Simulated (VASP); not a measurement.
Input:

```yaml
crystal:
  lattice:
    - [0.00000, 2.53620, 2.53620]
    - [2.53620, 0.00000, 2.53620]
    - [2.53620, 2.53620, 0.00000]
  atoms:
    - { symbol: Hf, position: [0.00000, 0.00000, 0.00000] }
    - { symbol: O, position: [0.25000, 0.25000, 0.25000] }
    - { symbol: O, position: [0.75000, 0.75000, 0.75000] }
```

Level of theory: PBE GGA, VASP's PBE PAW potentials (set 64) (plane waves; VASP). Settings: PREC = Normal, EDIFF = 1E-5, 450 eV cut-off, 10×10×10 Γ-centred mesh, Gaussian smearing of 0.050 eV, potentials Hf_pv O.

At this cut-off the stress carries a Pulay error, which pulls relaxed volumes low. Unless said otherwise, spin-orbit coupling is left out, though it shifts the bands of the heavy elements here.

**Question.** What does the run give for the energy per atom (σ→0), pressure, band gap (on the k-mesh) with the smallest direct gap where there is one?

**Answer.** 
```json
{
 "band gap (on the k-mesh)": "3.80 eV",
 "smallest direct gap (on the k-mesh)": "3.80 eV",
 "energy per atom (σ→0)": "-10.086 eV/atom",
 "pressure": "-1.21 GPa"
}
```

The compound is HfO2 in the fluorite structure, the high-temperature cubic form, which is unstable at 0 K; the monoclinic form is the stable one. It was relaxed first.
